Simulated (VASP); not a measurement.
An input for Ansatz (written as the equivalent of a VASP run, and not itself run):

Ansatz 0.2 input:
```yaml
crystal:
  lattice:
    - [1.6579133, -2.8715897, 0.0000000]
    - [1.6579133, 2.8715897, 0.0000000]
    - [0.0000000, 0.0000000, 13.6525990]
  atoms:
    - { symbol: W, position: [0.3333330, 0.6666670, 0.2500000] }
    - { symbol: W, position: [0.6666670, 0.3333330, 0.7500000] }
    - { symbol: Se, position: [0.3333330, 0.6666670, 0.8718712] }
    - { symbol: Se, position: [0.6666670, 0.3333330, 0.3718712] }
    - { symbol: Se, position: [0.6666670, 0.3333330, 0.1281288] }
    - { symbol: Se, position: [0.3333330, 0.6666670, 0.6281288] }
kpoints:
  mp_grid: { grid: [7, 7, 2] }
hamiltonian:
  xc: r2scan
  pseudopotentials: { kind: paw }
scf:
  occupations: { method: gaussian, width: 0.05 }
  max_iter: 100
relax:
  max_steps: 60
  f_tol: 0.02
  cell: {}
output: { forces: true, stress: true, eigenvalues: true }
```

Q: Write the VASP files for the same calculation (r2SCAN).

A: This is not unique; one that fits is 
### INCAR
```
# general
SYSTEM  = WSe2
PREC    = Accurate
ENCUT   = 400   # plane-wave cut-off (eV)
LREAL   = .FALSE.
LASPH   = .TRUE.

# electronic loop
EDIFF   = 1E-6   # SCF stop (eV)
NELM    = 100
ALGO    = Normal
LMAXMIX = 6
LMIXTAU = .TRUE.

# smearing
ISMEAR  = 0   # Gaussian
SIGMA   = 0.05   # width (eV)

# functional
METAGGA = R2SCAN

# ions
IBRION  = 2   # conjugate gradients
NSW     = 60   # most ionic steps
ISIF    = 3   # ions, shape and volume
EDIFFG  = -0.02

# output
LWAVE   = .FALSE.
LCHARG  = .FALSE.
```

KPOINTS:
```
Automatic mesh
0
Gamma
  7 7 2
```

### POSCAR
```
WSe2
1
    1.6579132550    -2.8715896575     0.0000000000
    1.6579132550     2.8715896575     0.0000000000
   -0.0000000000     0.0000000000    13.6525989833
W Se
2 4
Direct
  0.3333330000   0.6666670000   0.2500000000
  0.6666670000   0.3333330000   0.7500000000
  0.3333330000   0.6666670000   0.8718711794
  0.6666670000   0.3333330000   0.3718711794
  0.6666670000   0.3333330000   0.1281288206
  0.3333330000   0.6666670000   0.6281288206
```

POTCAR, in this order: W_sv Se (PBE.64 set). Program: vasp_std.

The two are equivalent in intent, not identical: each code has its own PAW files, so the cut-off isn't converted (ENCUT is set for VASP's; basis.ecutwfc is left out, and Ansatz then takes the one that its files recommend); Ansatz stops its SCF on the density residual and VASP on the energy change (EDIFF).

The compound is WSe2 in the 2H layered structure. It was relaxed first, which changed the volume by +8 %. The start is the result of an earlier pass.
